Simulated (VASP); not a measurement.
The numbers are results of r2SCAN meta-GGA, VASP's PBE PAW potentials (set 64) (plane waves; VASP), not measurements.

A VASP calculation is set up with these files.

### POSCAR
```
GaN
1
    0.0000000000     2.2527067553     2.2527067553
    2.2527067553     0.0000000000     2.2527067553
    2.2527067553     2.2527067553    -0.0000000000
Ga N
1 1
Direct
  0.0000000000   0.0000000000   0.0000000000
  0.2500000000   0.2500000000   0.2500000000
```

### KPOINTS
```
Regular mesh
0
gamma
  10 10 10
```

### INCAR
```
ALGO = Normal
EDIFF = 1E-7
EDIFFG = -0.01
ENCUT = 600
IBRION = 2
ISIF = 3
ISMEAR = 0
LASPH = .True.
LCHARG = .False.
LMAXMIX = 4
LMIXTAU = .True.
LREAL = .False.
LWAVE = .False.
METAGGA = R2SCAN
NELM = 100
NSW = 40
PREC = Accurate
PSTRESS = 300
SIGMA = 0.05
SYSTEM = GaN
```

POTCAR, in this order: Ga_d N (PBE.64 set). Program: vasp_std.

The run wrote:

### OUTCAR
```
 ion  position               nearest neighbor table
   1  0.000  0.000  0.000-   2 1.95   2 1.95   2 1.95   2 1.95
   2  0.250  0.250  0.250-   1 1.95   1 1.95   1 1.95   1 1.95
  LATTYP: Found a face centered cubic cell.
 ALAT       =     4.5054135106
 Subroutine PRICEL returns:
 Original cell was already a primitive cell.
 Subroutine GETGRP returns: Found 24 space group operations
The static configuration has the point symmetry T_d .
The dynamic configuration has the point symmetry T_d .
 Subroutine INISYM returns: Found 24 space group operations
 Subroutine IBZKPT returns following result:
 Found     47 irreducible k-points:

 Following reciprocal coordinates:
            Coordinates               Weight
  0.000000  0.000000  0.000000      1.000000
  0.100000  0.000000  0.000000      8.000000
  0.200000  0.000000  0.000000      8.000000
  0.300000  0.000000  0.000000      8.000000
  0.400000  0.000000  0.000000      8.000000
  0.500000  0.000000  0.000000      4.000000
  0.100000  0.100000  0.000000      6.000000
  0.200000  0.100000  0.000000     24.000000
  0.300000  0.100000  0.000000     24.000000
  0.400000  0.100000  0.000000     24.000000
  0.500000  0.100000  0.000000     24.000000
 -0.400000  0.100000  0.000000     24.000000
 -0.300000  0.100000  0.000000     24.000000
 -0.200000  0.100000  0.000000     24.000000
 -0.100000  0.100000  0.000000     12.000000
  0.200000  0.200000  0.000000      6.000000
  0.300000  0.200000  0.000000     24.000000
  0.400000  0.200000  0.000000     24.000000
  0.500000  0.200000  0.000000     24.000000
 -0.400000  0.200000  0.000000     24.000000
 -0.300000  0.200000  0.000000     24.000000
 -0.200000  0.200000  0.000000     12.000000
  0.300000  0.300000  0.000000      6.000000
  0.400000  0.300000  0.000000     24.000000
  0.500000  0.300000  0.000000     24.000000
 -0.400000  0.300000  0.000000     24.000000
 -0.300000  0.300000  0.000000     12.000000
  0.400000  0.400000  0.000000      6.000000
  0.500000  0.400000  0.000000     24.000000
 -0.400000  0.400000  0.000000     12.000000
  0.500000  0.500000  0.000000      3.000000
  0.300000  0.200000  0.100000     24.000000
  0.400000  0.200000  0.100000     48.000000
  0.500000  0.200000  0.100000     48.000000
 -0.400000  0.200000  0.100000     24.000000
  0.400000  0.300000  0.100000     24.000000
  0.500000  0.300000  0.100000     48.000000
 -0.400000  0.300000  0.100000     48.000000
 -0.300000  0.300000  0.100000     48.000000
 -0.200000  0.300000  0.100000     24.000000
   k-points           NKPTS =     47   k-points in BZ     NKDIM =     47   number of bands    NBANDS=     13
   number of dos      NEDOS =    301   number of ions     NIONS =      2
   total plane-waves  NPLWV =  21952
   dimension x,y,z NGX =    28 NGY =   28 NGZ =   28
   dimension x,y,z NGXF=    56 NGYF=   56 NGZF=   56
   ions per type =               1   1
   PREC   = accura    normal or accurate (medium, high low for compatibility)
   ISTART =      0    job   : 0-new  1-cont  2-samecut
   ICHARG =      2    charge: 1-file 2-atom 10-const
   ISPIN  =      1    spin polarized calculation?
   LNONCOLLINEAR =      F non collinear calculations
   LSORBIT =      F    spin-orbit coupling
   INIWAV =      1    electr: 0-lowe 1-rand  2-diag
   ENCUT  =  600.0 eV  44.10 Ry    6.64 a.u.   6.36  6.36  6.36*2*pi/ulx,y,z
   NELM   =    100;   NELMIN=  2; NELMDL= -5     # of ELM steps
   EDIFF  = 0.1E-06   stopping-criterion for ELM
   LREAL  =      F    real-space projection
   NLSPLINE    = F    spline interpolate recip. space projectors
   LMAXMIX     =    4 max onsite mixed and CHGCAR
...
```

**OSZICAR**
```
...
DAV:  10    -0.218977979143E+02   -0.75866E-01   -0.58508E-02  1222   0.390E+00    0.323E-01
DAV:  11    -0.219054300281E+02   -0.76321E-02   -0.20068E-03  1524   0.585E-01    0.310E-01
DAV:  12    -0.219047050518E+02    0.72498E-03   -0.12116E-04  1292   0.144E-01    0.264E-01
DAV:  13    -0.218981101906E+02    0.65949E-02   -0.37391E-03  1354   0.761E-01    0.210E-01
DAV:  14    -0.218981079170E+02    0.22736E-05   -0.26841E-04  1252   0.216E-01    0.166E-01
DAV:  15    -0.218981261409E+02   -0.18224E-04   -0.83978E-06  1596   0.298E-02    0.155E-01
DAV:  16    -0.218981564616E+02   -0.30321E-04   -0.36239E-05  1350   0.100E-01    0.266E-02
DAV:  17    -0.218981571345E+02   -0.67286E-06   -0.11447E-05  1560   0.888E-02    0.162E-02
DAV:  18    -0.218981616876E+02   -0.45531E-05   -0.49945E-06  1350   0.336E-02    0.937E-03
DAV:  19    -0.218981606347E+02    0.10529E-05   -0.26850E-06  1725   0.245E-02    0.257E-03
DAV:  20    -0.218981617289E+02   -0.10943E-05   -0.34146E-07  1232   0.839E-03    0.259E-03
DAV:  21    -0.218981617906E+02   -0.61626E-07   -0.14548E-07   872   0.466E-03
   1 F= -.17617069E+02 E0= -.17617069E+02  d E =-.176171E+02
       N       E                     dE             d eps       ncg     rms          rms(c)
DAV:   1    -0.376975923260E+02   -0.15799E+02   -0.15780E+02  1447   0.321E+02    0.284E+01
DAV:   2    -0.226497531535E+02    0.15048E+02   -0.36542E+01  1482   0.298E+02    0.102E+01
DAV:   3    -0.204521377795E+02    0.21976E+01   -0.30264E+00  1292   0.277E+01    0.483E+00
DAV:   4    -0.200292489366E+02    0.42289E+00   -0.28557E-01  1404   0.198E+01    0.151E+00
DAV:   5    -0.215869091131E+02   -0.15577E+01   -0.65548E-01  1330   0.133E+01    0.153E+00
DAV:   6    -0.200029591239E+02    0.15839E+01   -0.35865E-01  1362   0.986E+00    0.233E-01
DAV:   7    -0.200066626161E+02   -0.37035E-02   -0.32956E-02  1290   0.291E+00    0.169E-01
DAV:   8    -0.200072701749E+02   -0.60756E-03   -0.32083E-03  1460   0.112E+00    0.108E-01
DAV:   9    -0.200084513995E+02   -0.11812E-02   -0.99033E-04  1275   0.472E-01    0.459E-02
DAV:  10    -0.200083490707E+02    0.10233E-03   -0.12731E-04  1269   0.206E-01    0.286E-02
DAV:  11    -0.200084694177E+02   -0.12035E-03   -0.56454E-05  1246   0.105E-01    0.152E-02
DAV:  12    -0.200084739574E+02   -0.45396E-05   -0.35712E-06  1381   0.536E-02    0.974E-03
DAV:  13    -0.200084725457E+02    0.14117E-05   -0.11060E-06  1800   0.215E-02    0.682E-03
DAV:  14    -0.200084725744E+02   -0.28765E-07   -0.50042E-07  1570   0.179E-02
   2 F= -.16915031E+02 E0= -.16915031E+02  d E =0.702038E+00
       N       E                     dE             d eps       ncg     rms          rms(c)
DAV:   1    -0.276355606247E+02   -0.76271E+01   -0.95388E+01  1382   0.373E+02    0.143E+01
DAV:   2    -0.230656681803E+02    0.45699E+01   -0.62090E+00  1503   0.651E+01    0.729E+00
DAV:   3    -0.216395692954E+02    0.14261E+01   -0.22259E+00  1452   0.621E+01    0.982E-01
DAV:   4    -0.216889128541E+02   -0.49344E-01   -0.42022E-01  1299   0.998E+00    0.697E-01
DAV:   5    -0.216616839178E+02    0.27229E-01   -0.31307E-02  1462   0.420E+00    0.475E-01
DAV:   6    -0.217097300815E+02   -0.48046E-01   -0.27707E-02  1343   0.351E+00    0.112E-01
DAV:   7    -0.217102056167E+02   -0.47554E-03   -0.35365E-03  1377   0.845E-01    0.127E-01
DAV:   8    -0.217101668416E+02    0.38775E-04   -0.14755E-04  1250   0.165E-01    0.118E-01
DAV:   9    -0.217082480389E+02    0.19188E-02   -0.48402E-03  1524   0.183E+00    0.202E-01
DAV:  10    -0.217103059896E+02   -0.20580E-02   -0.12598E-03  1240   0.473E-01    0.142E-01
DAV:  11    -0.217101632524E+02    0.14274E-03   -0.34779E-04  1474   0.282E-01    0.827E-02
DAV:  12    -0.217101502604E+02    0.12992E-04   -0.25578E-04  1500   0.183E-01    0.411E-03
DAV:  13    -0.217101536753E+02   -0.34150E-05   -0.21627E-05  1280   0.778E-02    0.981E-03
DAV:  14    -0.217101513550E+02    0.23203E-05   -0.24024E-06  1255   0.208E-02    0.724E-03
DAV:  15    -0.217101541038E+02   -0.27488E-05   -0.12086E-06  1237   0.160E-02    0.128E-03
DAV:  16    -0.217101536835E+02    0.42035E-06   -0.89447E-08  1031   0.840E-03    0.122E-03
DAV:  17    -0.217101539205E+02   -0.23696E-06   -0.28058E-08   616   0.557E-03    0.917E-04
DAV:  18    -0.217101536216E+02    0.29883E-06   -0.35130E-08   626   0.215E-03    0.319E-04
DAV:  19    -0.217101536599E+02   -0.38317E-07   -0.57808E-09   616   0.113E-03
   3 F= -.17878077E+02 E0= -.17878077E+02  d E =-.261008E+00
       N       E                     dE             d eps       ncg     rms          rms(c)
DAV:   1    -0.216929171865E+02    0.17236E-01   -0.72144E-02  1377   0.818E+00    0.461E-01
DAV:   2    -0.216883586359E+02    0.45586E-02   -0.68698E-03  1462   0.300E+00    0.213E-01
DAV:   3    -0.216871327105E+02    0.12259E-02   -0.11696E-03  1412   0.147E+00    0.547E-02
DAV:   4    -0.216872182854E+02   -0.85575E-04   -0.30328E-04  1397   0.223E-01    0.192E-02
DAV:   5    -0.216872006504E+02    0.17635E-04   -0.34266E-05  1548   0.112E-01    0.958E-03
DAV:   6    -0.216872089550E+02   -0.83045E-05   -0.12667E-05  1254   0.486E-02    0.238E-03
DAV:   7    -0.216872078125E+02    0.11425E-05   -0.19569E-06  1242   0.204E-02    0.333E-03
DAV:   8    -0.216872078099E+02    0.26212E-08   -0.44718E-08   866   0.279E-03
   4 F= -.17879243E+02 E0= -.17879243E+02  d E =-.262174E+00
       N       E                     dE             d eps       ncg     rms          rms(c)
DAV:   1    -0.216789650786E+02    0.82427E-02   -0.10347E-02  1382   0.312E+00    0.175E-01
DAV:   2    -0.216783092920E+02    0.65579E-03   -0.97765E-04  1467   0.112E+00    0.811E-02
DAV:   3    -0.216781306635E+02    0.17863E-03   -0.16739E-04  1412   0.559E-01    0.211E-02
DAV:   4    -0.216781457983E+02   -0.15135E-04   -0.44310E-05  1400   0.853E-02    0.741E-03
DAV:   5    -0.216781431381E+02    0.26602E-05   -0.52570E-06  1548   0.444E-02    0.361E-03
DAV:   6    -0.216781448610E+02   -0.17229E-05   -0.16394E-06  1310   0.186E-02    0.892E-04
DAV:   7    -0.216781442354E+02    0.62558E-06   -0.27898E-07  1242   0.800E-03    0.122E-03
DAV:   8    -0.216781442497E+02   -0.14313E-07   -0.71837E-09   626   0.116E-03
   5 F= -.17879268E+02 E0= -.17879268E+02  d E =-.262199E+00
       N       E                     dE             d eps       ncg     rms          rms(c)
DAV:   1    -0.216902863713E+02   -0.12142E-01   -0.15252E-02  1377   0.379E+00    0.211E-01
DAV:   2    -0.216893368141E+02    0.94956E-03   -0.14264E-03  1462   0.136E+00    0.978E-02
DAV:   3    -0.216890857838E+02    0.25103E-03   -0.25270E-04  1412   0.687E-01    0.246E-02
DAV:   4    -0.216890957057E+02   -0.99219E-05   -0.62984E-05  1419   0.101E-01    0.877E-03
DAV:   5    -0.216890925703E+02    0.31353E-05   -0.70969E-06  1537   0.523E-02    0.445E-03
DAV:   6    -0.216890925041E+02    0.66193E-07   -0.24741E-06  1302   0.226E-02    0.114E-03
DAV:   7    -0.216890937483E+02   -0.12442E-05   -0.41199E-07  1252   0.938E-03    0.154E-03
DAV:   8    -0.216890936634E+02    0.84984E-07   -0.99387E-09   616   0.137E-03
   6 F= -.17879208E+02 E0= -.17879208E+02  d E =0.601551E-04
       N       E                     dE             d eps       ncg     rms          rms(c)
DAV:   1    -0.216825465355E+02    0.65472E-02   -0.63664E-03  1387   0.244E+00    0.137E-01
DAV:   2    -0.216821453866E+02    0.40115E-03   -0.60387E-04  1467   0.887E-01    0.632E-02
DAV:   3    -0.216820363193E+02    0.10907E-03   -0.10415E-04  1412   0.439E-01    0.162E-02
DAV:   4    -0.216820462327E+02   -0.99134E-05   -0.26597E-05  1403   0.662E-02    0.566E-03
DAV:   5    -0.216820444457E+02    0.17869E-05   -0.30484E-06  1540   0.337E-02    0.283E-03
DAV:   6    -0.216820457556E+02   -0.13099E-05   -0.11003E-06  1275   0.146E-02    0.709E-04
DAV:   7    -0.216820451619E+02    0.59370E-06   -0.17552E-07  1139   0.619E-03    0.975E-04
DAV:   8    -0.216820451548E+02    0.71077E-08   -0.59419E-09   611   0.108E-03
   7 F= -.17879286E+02 E0= -.17879286E+02  d E =-.174325E-04
```

**OUTCAR**
```
------------------------ aborting loop because EDIFF is reached ----------------------------------------
  FORCE on cell =-STRESS in cart. coord.  units (eV):
  Direction    XX          YY          ZZ          XY          YZ          ZX
  --------------------------------------------------------------------------------------
  Total        3.8057292      3.8057292      3.8057292      0.0000000      0.0000000      0.0000000
  in kB      300.2342702    300.2342702    300.2342702      0.0000000      0.0000000      0.0000000
  external PRESSURE =       0.2342702 kB  Pullay stress =     300.0000000 kB
  volume of cell :       20.31
      direct lattice vectors                 reciprocal lattice vectors
     0.000000000  2.165472811  2.165472811    -0.230896457  0.230896457  0.230896457
     2.165472811 -0.000000000  2.165472811     0.230896457 -0.230896457  0.230896457
     2.165472811  2.165472811 -0.000000000     0.230896457  0.230896457 -0.230896457
  FREE ENERGIE OF THE ION-ELECTRON SYSTEM (eV)
  ---------------------------------------------------
  free  energy   TOTEN  =       -21.6820451548 eV

  energy  without entropy=      -21.6820451548  energy(sigma->0) =      -21.68204515
  enthalpy is  TOTEN    =       -17.8792855341 eV   P V=        3.8027596207

 reached required accuracy - stopping structural energy minimisation
```
(Selected blocks of OUTCAR.)

File CONTCAR:
```
GaN
   1.00000000000000
     0.0000000000000000    2.1654728110771715    2.1654728110771715
     2.1654728110771715   -0.0000000000000000    2.1654728110771715
     2.1654728110771715    2.1654728110771715   -0.0000000000000000
  Ga              N
     1     1
Direct
     0.0000000000000000    0.0000000000000000    0.0000000000000000
     0.2500000000000000    0.2500000000000000    0.2500000000000000
```

**OUTCAR**
```
 val. band max:        6.4076876061   @ k =   0.0000   0.0000   0.0000

 cond. band min:       9.3211756328   @ k =   0.0000   0.0000   0.0000


 Fermi energy:         6.6454820918

 k-point     1 :       0.0000    0.0000    0.0000
  band No.  band energies     occupation
      1     -11.4374      2.00000
      2      -7.5863      2.00000
      3      -7.5863      2.00000
      4      -7.5863      2.00000
      5      -7.0848      2.00000
      6      -7.0848      2.00000
      7       6.4077      2.00000
      8       6.4077      2.00000
      9       6.4077      2.00000
     10       9.3212      0.00000
     11      18.2012      0.00000
     12      18.2012      0.00000
     13      18.2012      0.00000

 k-point     2 :       0.1000    0.0000    0.0000
  band No.  band energies     occupation
      1     -11.3008      2.00000
      2      -7.5664      2.00000
      3      -7.5664      2.00000
      4      -7.5522      2.00000
      5      -7.0868      2.00000
      6      -7.0868      2.00000
      7       5.3312      2.00000
      8       6.2802      2.00000
      9       6.2802      2.00000
     10      10.1086      0.00000
     11      17.6977      0.00000
     12      18.3978      0.00000
     13      18.3978      0.00000

 k-point     3 :       0.2000    0.0000    0.0000
  band No.  band energies     occupation
      1     -10.9402      2.00000
      2      -7.5196      2.00000
      3      -7.5195      2.00000
      4      -7.4041      2.00000
      5      -7.0858      2.00000
      6      -7.0858      2.00000
      7       3.3126      2.00000
      8       5.9664      2.00000
      9       5.9664      2.00000
     10      11.2695      0.00000
     11      16.8815      0.00000
     12      18.6813      0.00000
     13      18.6813      0.00000

 k-point     4 :       0.3000    0.0000    0.0000
  band No.  band energies     occupation
      1     -10.5073      2.00000
      2      -7.4760      2.00000
      3      -7.4760      2.00000
...
```

Energy and stress use the plane-wave basis of the starting cell.

The compound is GaN in the zinc blende structure, a metastable form; wurtzite is the usual one. This run relaxes it under an external pressure of 30 GPa. Symmetry was kept, so distortions that lower it aren't found.
